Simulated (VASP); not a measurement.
These are PBE GGA with spin-orbit coupling, VASP's PBE PAW potentials (set 64) (plane waves; VASP) values and carry that method's errors.

A VASP calculation is set up with these files.

File KPOINTS:
```
Automatic mesh
0
G
 5 5 5
0 0 0
```

INCAR:
```
SYSTEM = PbF2
PREC = Accurate; ENCUT = 400; LREAL = .False.
LASPH = .True.
EDIFF = 1E-6; NELM = 100; ALGO = Normal
LMAXMIX = 4
ISMEAR = -1; SIGMA = 0.1
GGA = PE; GGA_COMPAT = .False.
MAGMOM = 0.0 0.0 0.0 0.0 0.0 0.0 0.0 0.0 0.0
LSORBIT = .True.; LNONCOLLINEAR = .True.
ISIF = 2
LWAVE = .False.; LCHARG = .False.; LORBIT = 11
```

### POSCAR
```
PbF2
1
    1.7690560000     1.0213650000     5.3632860000
   -1.7690560000     1.0213650000     5.3632860000
    0.0000000000    -2.0427300000     5.3632860000
Pb F
1 2
Direct
 -0.0086000000   0.0071920000  -0.0007240000
  0.2528350000   0.2608240000   0.2514400000
  0.7557650000   0.7319830000   0.7492830000
```

POTCAR, in this order: Pb_d F (PBE.64 set). Program: vasp_ncl.

The run wrote:

OSZICAR:
```
       N       E                     dE             d eps       ncg     rms          rms(c)
DAV:   1     0.338817241882E+03    0.33882E+03   -0.12297E+04  9004   0.146E+03
DAV:   2     0.309769160887E+02   -0.30784E+03   -0.29452E+03  9784   0.447E+02
DAV:   3    -0.135322034057E+02   -0.44509E+02   -0.43526E+02 10776   0.199E+02
DAV:   4    -0.154921834232E+02   -0.19600E+01   -0.19499E+01 11088   0.471E+01
DAV:   5    -0.155534302685E+02   -0.61247E-01   -0.61220E-01 11396   0.813E+00    0.756E+00
DAV:   6    -0.137472822681E+02    0.18061E+01   -0.59630E+00 13992   0.283E+01    0.269E+00
DAV:   7    -0.137466346335E+02    0.64763E-03   -0.49588E-01  9180   0.510E+00    0.159E+00
DAV:   8    -0.137381349795E+02    0.84997E-02   -0.11808E-01  9200   0.454E+00    0.509E-01
DAV:   9    -0.137349123833E+02    0.32226E-02   -0.12286E-02 13628   0.141E+00    0.137E-01
DAV:  10    -0.137353750185E+02   -0.46264E-03   -0.15026E-03  9444   0.334E-01    0.761E-02
DAV:  11    -0.137357271986E+02   -0.35218E-03   -0.25103E-04  9976   0.127E-01    0.274E-02
DAV:  12    -0.137357343776E+02   -0.71790E-05   -0.35815E-05 11836   0.787E-02    0.694E-03
DAV:  13    -0.137357348417E+02   -0.46410E-06   -0.30948E-06 10344   0.254E-02
   1 F= -.13735735E+02 E0= -.13735735E+02  d E =-.710948E-07  mag=    -0.0000     0.0000    -0.0000
```

### OUTCAR
```
------------------------ aborting loop because EDIFF is reached ----------------------------------------
  FORCE on cell =-STRESS in cart. coord.  units (eV):
  Direction    XX          YY          ZZ          XY          YZ          ZX
  --------------------------------------------------------------------------------------
  Total        2.9080024      2.6646956     -1.4079511     -0.2697004      0.1485111     -0.3166145
  in kB       80.1310048     73.4266004    -38.7965766     -7.4316880      4.0922756     -8.7244216
  external PRESSURE =      38.2536762 kB  Pullay stress =       0.0000000 kB
  volume of cell :       58.14
      direct lattice vectors                 reciprocal lattice vectors
     1.769056000  1.021365000  5.363286000     0.282636615  0.163180319  0.062150952
    -1.769056000  1.021365000  5.363286000    -0.282636615  0.163180319  0.062150952
     0.000000000 -2.042730000  5.363286000     0.000000000 -0.326360638  0.062150952
 POSITION                                       TOTAL-FORCE (eV/Angst)
 -----------------------------------------------------------------------------------
      1.74112     -1.02132     10.71514         0.130028     -0.009227      0.121373
     -0.01413      0.01101      4.10344         0.066184     -0.056807     -0.505584
      0.04207     -0.01105     11.99784        -0.196212      0.066034      0.384211
 -----------------------------------------------------------------------------------
    total drift:                                0.000053      0.000067      0.000862
  FREE ENERGIE OF THE ION-ELECTRON SYSTEM (eV)
  ---------------------------------------------------
  free  energy   TOTEN  =       -13.7357348417 eV

  energy  without entropy=      -13.7357347706  energy(sigma->0) =      -13.73573481

 total charge

# of ion       s       p       d       tot
------------------------------------------
    1        1.548   0.391   9.891  11.831
    2        1.783   4.341   0.000   6.124
    3        1.782   4.338   0.000   6.120
--------------------------------------------------
tot          5.114   9.070   9.891  24.075

 magnetization (x)

# of ion       s       p       d       tot
------------------------------------------
    1       -0.000   0.000  -0.000  -0.000
    2       -0.000   0.000   0.000  -0.000
    3       -0.000  -0.000   0.000  -0.000
--------------------------------------------------
tot         -0.000  -0.000  -0.000  -0.000

 magnetization (y)

# of ion       s       p       d       tot
------------------------------------------
    1        0.000   0.000   0.000   0.000
    2        0.000   0.000   0.000   0.000
    3        0.000   0.000   0.000   0.000
--------------------------------------------------
tot          0.000   0.000   0.000   0.000

 magnetization (z)

# of ion       s       p       d       tot
------------------------------------------
    1        0.000   0.000   0.000   0.000
    2        0.000  -0.000   0.000  -0.000
    3        0.000   0.000   0.000   0.000
--------------------------------------------------
tot          0.000   0.000   0.000   0.000

 Ion:    1  E_soc:     -0.6007629

 Ion:    2  E_soc:     -0.0011231

 Ion:    3  E_soc:     -0.0011053
```
(Selected blocks of OUTCAR.)

At this cut-off the stress carries a Pulay error, which pulls relaxed volumes low.

The structure was generated: PbF2 was put into an ordered model structure, which need not be its known phase. The cell was not relaxed at this level, atoms are displaced from their ideal sites. The run is one of a series of settings (GGA_COMPAT = .FALSE., LNONCOLLINEAR = .TRUE., LSORBIT = .TRUE., MAGMOM = 0.0 0.0 0.0 0.0 0.0 0.0 0.0 0.0 0.0, program vasp_ncl against the base run), some of them coarse on purpose.
